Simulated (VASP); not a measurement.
TeP:

```
CELL_PARAMETERS angstrom
3.30860 0.00000 0.00000
0.00000 4.29122 0.00000
0.00000 0.00000 7.29465
ATOMIC_POSITIONS crystal
Te 0.00000 0.00000 0.72130
Te 0.50000 0.50000 0.27870
P 0.00000 0.50000 0.95270
P 0.50000 0.00000 0.04730
```

The cell was built by a generator and needn't be a form met in nature.

```yaml
Program: VASP 6.6.1
Task: relaxation of cell and atoms
Functional: PBE
Potentials_or_basis: VASP PAW PBE potentials, release 64 (Te, P)
Cutoff: 600 eV
k_mesh: 8 × 6 × 4
Occupations: gaussian, width 0.05 eV
Spin: no spin polarisation
```

At the start: pressure 1.6 GPa; volume 25.89 Å³/atom.

Task: How do energy, volume and symmetry change on relaxing?

Result: Over 33 steps the energy falls by 408.2 meV/atom and the volume is 25.19 Å³/atom (-2.7 %); space group Pmmn (No. 59, to 0.05 Å).

Step by step:
```tsv
step	energy change (eV)	largest force (eV/Å)	pressure (GPa)	volume (Å³)
1	0.0000	1.5357	1.59	103.57
2	-0.5539	0.9705	-2.83	107.31
3	-0.6288	1.1777	-8.96	117.06
4	-0.8936	0.7898	-7.38	112.84
5	-0.8978	0.8054	-6.52	111.25
6	-1.1114	0.6423	-6.20	108.84
7	-1.3139	0.6962	-5.50	105.48
8	-1.2774	0.5579	-2.43	98.30
9	-1.3631	0.8227	-4.27	102.09
10	-1.3651	0.8294	-4.58	102.97
11	-1.4911	0.6088	-2.88	99.58
12	-1.5692	0.3004	0.12	95.18
13	-1.5703	0.2931	0.59	94.57
14	-1.5771	0.3035	0.52	94.88
15	-1.5924	0.2946	0.37	95.81
16	-1.6070	0.2638	0.47	97.66
17	-1.6165	0.2185	0.22	98.44
18	-1.6282	0.1109	-0.27	100.25
19	-1.6290	0.0785	-0.41	100.85
20	-1.6313	0.0212	-0.06	100.37
21	-1.6317	0.0113	0.14	100.11
22	-1.6322	0.0226	0.00	100.22
23	-1.6322	0.0242	-0.01	100.23
24	-1.6323	0.0194	0.01	100.23
25	-1.6323	0.0128	0.06	100.22
26	-1.6323	0.0246	0.17	100.20
27	-1.6324	0.0178	0.11	100.21
28	-1.6324	0.0167	0.10	100.24
29	-1.6325	0.0139	0.09	100.32
30	-1.6325	0.0094	0.04	100.48
31	-1.6326	0.0126	-0.06	100.79
32	-1.6326	0.0105	-0.05	100.72
33	-1.6327	0.0035	-0.01	100.76
```

Final structure:
```cif
data_structure
_symmetry_space_group_name_H-M 'P 1'
_symmetry_Int_Tables_number 1
_cell_length_a 3.3534
_cell_length_b 3.6109
_cell_length_c 8.3214
_cell_angle_alpha 90.000
_cell_angle_beta 90.000
_cell_angle_gamma 90.000
_cell_volume 100.76
loop_
_atom_site_label
_atom_site_type_symbol
_atom_site_fract_x
_atom_site_fract_y
_atom_site_fract_z
_atom_site_occupancy
Te1 Te 0.00000 0.00000 0.69926 1
Te2 Te 0.50000 0.50000 0.30074 1
P1 P 0.00000 0.50000 0.92267 1
P2 P 0.50000 0.00000 0.07733 1
```

Caveat: this functional lacks dispersion, which binds the layers, so the pressure and a relaxed spacing across them are unreliable.
